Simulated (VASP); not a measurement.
# Interstitial Sc in Ge, part 3 of 4

How easily does interstitial Sc form in Ge? The host is relaxed first, then a supercell is run with and without the defect.

VASP 6.6.1, plane waves and PAW; the level of theory is named at each step.

Still holding for the runs below: The k-mesh is coarse for a metal.

So far. Step 2 (Relaxing the host crystal): The run ended after 2 ionic steps, 0.005 eV below its first step, once forces and stress met EDIFFG = -0.02. Step 3 (The supercell without the defect): The host is treated as a metal, as its relaxation found a gap under 0.3 eV or none, and only the neutral defect is run.

### 4. Reference Sc

This step: PBEsol; plane waves and PAW (Sc_sv) (VASP 6.6.1).

System of this step: Sc. Symmetry: P6_3/mmc, No. 194, hexagonal system. Conventional cell: a = 3.310 Å, b = 3.310 Å, c = 5.276 Å, α = 90.00°, β = 90.00°, γ = 120.00°. Sc has 12 Sc at 3.26 to 3.31 Å nearest.

The reference for Sc is its crystal, relaxed at the cutoff of the large cell.

Input file INCAR:

```
SYSTEM = Sc
PREC = Normal
ENCUT = 300
EDIFF = 1E-05
NELM = 120
ISMEAR = 1
SIGMA = 0.1
LREAL = Auto
ALGO = Fast
GGA = PS
NBANDS = 17
LASPH = .TRUE.
LORBIT = 11
LWAVE = .FALSE.
LCHARG = .FALSE.
KPAR = 8
IBRION = 2
NSW = 25
ISIF = 3
EDIFFG = -0.02
POTIM = 0.4
```

Input file POSCAR:

```
Sc
1.0
    3.3100000000      0.0000000000      0.0000000000
   -1.6550000000      2.8665440865      0.0000000000
    0.0000000000      0.0000000000      5.2761400000
Sc
2
Direct
    0.0000000000      0.0000000000      0.0000000000
    0.3333333333      0.6666666667      0.5000000000
```

Input file KPOINTS:

```
Automatic mesh
0
Gamma
9 9 5
0 0 0
```

The projector-augmented-wave data sets are Sc_sv (PBE family, release 64).

Command:

```bash
> mpirun -np 8 vasp_std
```

The program printed:

```text
[banner, memory and clock lines left out]
running    8 mpi-ranks, on    1 nodes
 distrk:  each k-point on    1 cores,    8 groups
 distr:  one band on    1 cores,    1 groups

 POSCAR found type information on POSCAR Sc
 POSCAR found :  1 types and       2 ions
 [... a notice as in an earlier step ...]

|                                                                             |
|               ----> ADVICE to this user running VASP <----                  |
|                                                                             |
|     You have a (more or less) 'small supercell' and for smaller cells       |
|     it is recommended to use the reciprocal-space projection scheme!        |
|     The real-space optimization is not efficient for small cells and it     |
|     is also less accurate ...                                               |
|     Therefore, set LREAL=.FALSE. in the INCAR file.                         |
|                                                                             |

 [... a notice as in an earlier step ...]

 LDA part: xc-table for (Slater+PW92), standard interpolation
 POSCAR, INCAR and KPOINTS ok, starting setup
 FFT: planning ... GRIDC
 FFT: planning ... GRID_SOFT
 FFT: planning ... GRID
 WAVECAR not read
 entering main loop
       N       E                     dE             d eps       ncg     rms          rms(c)
DAV:   1     0.189624715786E+03    0.18962E+03   -0.85084E+03  1328   0.906E+02
DAV:   2    -0.775627323518E+01   -0.19738E+03   -0.19582E+03  1424   0.486E+02
DAV:   3    -0.146672699520E+02   -0.69110E+01   -0.66492E+01  1997   0.858E+01
DAV:   4    -0.147877980462E+02   -0.12053E+00   -0.12026E+00  1714   0.110E+01
DAV:   5    -0.147900674640E+02   -0.22694E-02   -0.22690E-02  2096   0.135E+00    0.773E+00
RMM:   6    -0.132857742907E+02    0.15043E+01   -0.20847E+00  1265   0.189E+01    0.268E+00
RMM:   7    -0.132007469827E+02    0.85027E-01   -0.39354E+00  1394   0.147E+01    0.150E+00
RMM:   8    -0.131703879822E+02    0.30359E-01   -0.25259E-01  1294   0.576E+00    0.524E-01
RMM:   9    -0.131786868002E+02   -0.82988E-02   -0.14256E-01  1433   0.219E+00    0.138E-01
RMM:  10    -0.131803543112E+02   -0.16675E-02   -0.23790E-02  1437   0.886E-01    0.655E-02
RMM:  11    -0.131807711469E+02   -0.41684E-03   -0.56587E-03  1382   0.518E-01    0.298E-02
RMM:  12    -0.131809213812E+02   -0.15023E-03   -0.16374E-03  1507   0.249E-01    0.100E-02
RMM:  13    -0.131809719276E+02   -0.50546E-04   -0.50306E-04  1255   0.126E-01    0.110E-02
RMM:  14    -0.131809740128E+02   -0.20852E-05   -0.97354E-05  1051   0.691E-02
   1 F= -.13180974E+02 E0= -.13180189E+02  d E =-.131810E+02
 curvature:   0.00 expect dE= 0.000E+00 dE for cont linesearch  0.000E+00
 trial: gam= 0.00000 g(F)=  0.617E-46 g(S)=  0.626E-01 ort = 0.000E+00 (trialstep = 0.100E+01)
 search vector abs. value=  0.626E-01
 bond charge predicted
       N       E                     dE             d eps       ncg     rms          rms(c)
DAV:   1    -0.139640895905E+02   -0.78312E+00   -0.21959E+01  1520   0.654E+01    0.599E+00
RMM:   2    -0.132525974491E+02    0.71149E+00   -0.13430E+00  1305   0.162E+01    0.218E+00
RMM:   3    -0.132189052395E+02    0.33692E-01   -0.13696E+00  1375   0.109E+01    0.100E+00
RMM:   4    -0.132148046647E+02    0.41006E-02   -0.75017E-02  1395   0.368E+00    0.310E-01
RMM:   5    -0.132165121435E+02   -0.17075E-02   -0.30242E-02  1475   0.138E+00    0.590E-02
RMM:   6    -0.132171073076E+02   -0.59516E-03   -0.64723E-03  1512   0.649E-01    0.644E-02
RMM:   7    -0.132171934543E+02   -0.86147E-04   -0.93957E-04  1446   0.196E-01    0.328E-02
RMM:   8    -0.132171598307E+02    0.33624E-04   -0.25920E-04  1257   0.216E-01    0.101E-02
RMM:   9    -0.132171669155E+02   -0.70848E-05   -0.82186E-05  1047   0.800E-02
   2 F= -.13217167E+02 E0= -.13216543E+02  d E =-.361929E-01
[...]
3 F= -.13217485E+02 E0= -.13216914E+02  d E =-.365112E-01
[...]
4 F= -.13217528E+02 E0= -.13216943E+02  d E =-.365545E-01
[...]
5 F= -.13218802E+02 E0= -.13218327E+02  d E =-.127321E-02
 trial-energy change:   -0.001273  1 .order   -0.001255   -0.001664   -0.000845
 step:   2.0755(harm=  2.0755)  dis= 0.00000  next Energy=   -13.219219 (dE=-0.169E-02)
 bond charge predicted
       N       E                     dE             d eps       ncg     rms          rms(c)
DAV:   1    -0.132220053907E+02   -0.32095E-02   -0.33293E-01  1278   0.113E+01    0.410E-01
RMM:   2    -0.132201628875E+02    0.18425E-02   -0.15807E-02  1361   0.204E+00    0.233E-01
RMM:   3    -0.132192596709E+02    0.90322E-03   -0.60702E-03  1359   0.795E-01    0.447E-02
RMM:   4    -0.132192945233E+02   -0.34852E-04   -0.50031E-04  1474   0.281E-01    0.226E-02
RMM:   5    -0.132193014589E+02   -0.69356E-05   -0.80885E-05  1034   0.949E-02
   6 F= -.13219301E+02 E0= -.13218908E+02  d E =-.177297E-02
 curvature:  -1.07 expect dE=-0.130E-04 dE for cont linesearch -0.784E-05
 trial: gam=-0.06838 g(F)=  0.825E-47 g(S)=  0.122E-04 ort = 0.111E-03 (trialstep = 0.123E+01)
 search vector abs. value=  0.488E-05
 reached required accuracy - stopping structural energy minimisation
```

It took 12 s on 8 MPI ranks of AMD EPYC 7R43, shared host; peak memory 0.74 GiB.

Parts of OUTCAR (step 4):

```text
  LATTYP: Found a hexagonal cell.
 ALAT       =     3.3100000000
 C/A-ratio  =     1.5940000000

 Subroutine GETGRP returns: Found 24 space group operations
 (whereof 12 operations were pure point group operations)

The static configuration has the point symmetry D_3h.
 The point group associated with its full space group is D_6h.

 Found     36 irreducible k-points:

   k-points           NKPTS =     36   k-points in BZ     NKDIM =     36   number of bands    NBANDS=     17

   dimension x,y,z NGX =    14 NGY =   14 NGZ =   24
   dimension x,y,z NGXF=    28 NGYF=   28 NGZF=   48

   ENCUT  =  300.0 eV  22.05 Ry    4.70 a.u.   4.67  4.67  7.45*2*pi/ulx,y,z

   NELECT =      22.0000    total number of electrons

 E-fermi :   3.8743

 k-point     1 :       0.0000    0.0000    0.0000
  band No.  band energies     occupation
    ...
      6     -23.6918      2.00000
      7     -23.6918      2.00000
      8     -23.6584      2.00000
      9      -1.3617      2.00000
     10       2.1540      2.00000
     11       4.6194     -0.00000
     12       5.5095     -0.00000
     13       5.5095     -0.00000
     14       5.8011     -0.00000
     15       5.9959      0.00000
    ...

 k-point     2 :       0.1111    0.0000    0.0000
  band No.  band energies     occupation
    ...
      6     -23.7292      2.00000
      7     -23.6961      2.00000
      8     -23.6676      2.00000
      9      -1.0824      2.00000
     10       2.3819      2.00000
     11       4.3576     -0.00000
     12       5.0847     -0.00000
     13       5.7168     -0.00000
     14       5.8167     -0.00000
     15       6.0753      0.00000
    ...

  Total        0.0173770      0.0173770     -0.0053150      0.0000000      0.0000000      0.0000000
  in kB        0.5933247      0.5933247     -0.1814783      0.0000000      0.0000000      0.0000000
  external PRESSURE =       0.3350570 kB  Pullay stress =       0.0000000 kB

  energy-cutoff  :      300.00
  volume of cell :       46.92
      direct lattice vectors                 reciprocal lattice vectors
     3.266405062  0.000000000  0.000000000     0.306146966  0.176754033  0.000000000
    -1.633202531  2.828789762  0.000000000     0.000000000  0.353508067  0.000000000
    -0.000000000  0.000000000  5.078339063    -0.000000000 -0.000000000  0.196914776

 POSITION                                       TOTAL-FORCE (eV/Angst)
 -----------------------------------------------------------------------------------
     -0.00000      0.00000      0.00000        -0.000000      0.000000     -0.000000
     -0.00000      1.88586      2.53917         0.000000      0.000000      0.000000
 -----------------------------------------------------------------------------------
    total drift:                                0.000001     -0.000000     -0.000000

  FREE ENERGIE OF THE ION-ELECTRON SYSTEM (eV)
  ---------------------------------------------------
  free  energy   TOTEN  =       -13.2193014589 eV

  energy  without entropy=      -13.2181207249  energy(sigma->0) =      -13.21890788

 total charge
# of ion       s       p       d       tot
------------------------------------------
    1        2.287   6.111   1.035   9.433
    2        2.287   6.111   1.035   9.433
--------------------------------------------------
tot          4.573  12.222   2.070  18.865

[... 1 part as in an earlier step ...]

[... 7 further parts left out ...]
```

CONTCAR:

```
Sc
   1.00000000000000
     3.2664050616492908    0.0000000000000000    0.0000000000000000
    -1.6332025308246454    2.8287897624129328    0.0000000000000000
    -0.0000000000000000    0.0000000000000000    5.0783390634040098
  Sc
     2
Direct
     0.0000000000000000    0.0000000000000000    0.0000000000000000
     0.3333333332999970    0.6666666667000030    0.5000000000000000
```

The run keeps the 24 symmetry operations of its start, so it cannot find a distortion of lower symmetry.

Step by step:

| step | energy less that of the first step (eV) | largest force (eV/Å) | pressure (GPa) | volume (Å³) |
| --- | --- | --- | --- | --- |
| 1 | 0.0000 | 0.0000 | -3.25 | 50.06 |
| 2 | -0.0362 | 0.0000 | -0.36 | 47.17 |
| 3 | -0.0365 | 0.0000 | 0.30 | 46.76 |
| 4 | -0.0366 | 0.0000 | 0.14 | 46.87 |
| 5 | -0.0378 | 0.0000 | 0.08 | 46.90 |
| 6 | -0.0383 | 0.0000 | 0.03 | 46.92 |

| conventional cell, symmetrised | before | after | change |
| --- | --- | --- | --- |
| a (Å) | 3.310 | 3.266 | -1.3 % |
| b (Å) | 3.310 | 3.266 | -1.3 % |
| c (Å) | 5.276 | 5.078 | -3.7 % |
| volume (Å³/atom) | 25.03 | 23.46 | -6.3 % |

Final coordinates:

```xyz
2
Lattice="3.2664 0.0000 0.0000 -1.6332 2.8288 0.0000 0.0000 0.0000 5.0783" Properties=species:S:1:pos:R:3 pbc="T T T"
Sc    0.0000    0.0000    0.0000
Sc    0.0000    1.8859    2.5392
```

Numbers from this step:

- electronic cycles: 45
- electrons: 22
- free energy (TOTEN): -13.22 eV
- energy at zero smearing: -13.22 eV
- Fermi energy: 3.874 eV
- labelled metallic, from the levels on this mesh: yes

The run ended after 6 ionic steps, 0.038 eV below its first step, once forces and stress met EDIFFG = -0.02.

The edges of the cell as typed change unequally, by -3.7 to -1.3 %. In a metal that hangs on the k mesh, which was not refined here; the energy is less touched by it than the shape.

Energy at zero smearing: -13.21891 eV.

(Part 3 of 4 ends here.)

[Lines on the potential files, build, host, timing and source positions are cut from VASP's logs without a mark.]

[Logs are printed without paths, hosts, clocks, repeated set-up lines and the standing remarks that a program may print on its own settings, such as how far it seeks lower states.]

[Hosts, paths, dates, database ids (printed as entryN), source tags and the programs' standing remarks are cut or masked in the printed files.]

[In band tables of VASP the shares of atoms and orbitals are scaled to a sum of 1 inside the atoms' spheres.]

[Runs that stopped without an error message from VASP are left out.]
